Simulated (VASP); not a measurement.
Crystal: WC (Qusongite).

```xyz
2
Lattice="2.9217 0.0000 0.0000 -1.4608 2.5302 0.0000 0.0000 0.0000 2.8471" Properties=species:S:1:pos:R:3 pbc="T T T"
W     0.0000    0.0000    0.0000
C     1.4608    0.8434    1.4235
```

```yaml
Program: VASP 6.6.1
Task: relaxation of cell and atoms
Functional: PBE
Dispersion: D3(BJ)
Potentials_or_basis: VASP PAW PBE potentials, release 64 (W_sv, C)
Cutoff: 600 eV
k_mesh: 18 × 18 × 14
Occupations: gaussian, width 0.1 eV
Spin: no spin polarisation
```

At the start: pressure -6.1 GPa; volume 10.52 Å³/atom.

Question: Where does the relaxation end?

Answer: Over 6 steps the energy falls by 3.3 meV/atom and the volume is 10.36 Å³/atom (-1.6 %); space group P-6m2 (No. 187, to 0.05 Å).

The path:
```tsv
step	energy change (eV)	largest force (eV/Å)	pressure (GPa)	volume (Å³)
1	0.0000	0.0000	-6.13	21.05
2	0.0430	0.0000	18.95	19.84
3	-0.0064	0.0000	-0.12	20.72
4	-0.0064	0.0000	0.05	20.71
5	-0.0064	0.0000	0.03	20.71
6	-0.0065	0.0000	0.04	20.71
```

Final structure:
```cif
data_structure
_symmetry_space_group_name_H-M 'P 1'
_symmetry_Int_Tables_number 1
_cell_length_a 2.9043
_cell_length_b 2.9043
_cell_length_c 2.8354
_cell_angle_alpha 90.000
_cell_angle_beta 90.000
_cell_angle_gamma 120.000
_cell_volume 20.71
loop_
_atom_site_label
_atom_site_type_symbol
_atom_site_fract_x
_atom_site_fract_y
_atom_site_fract_z
_atom_site_occupancy
W1 W 0.00000 0.00000 0.00000 1
C1 C 0.66667 0.33333 0.50000 1
```

Caveat: pairwise dispersion overbinds metals, which lowers pressure and volume.
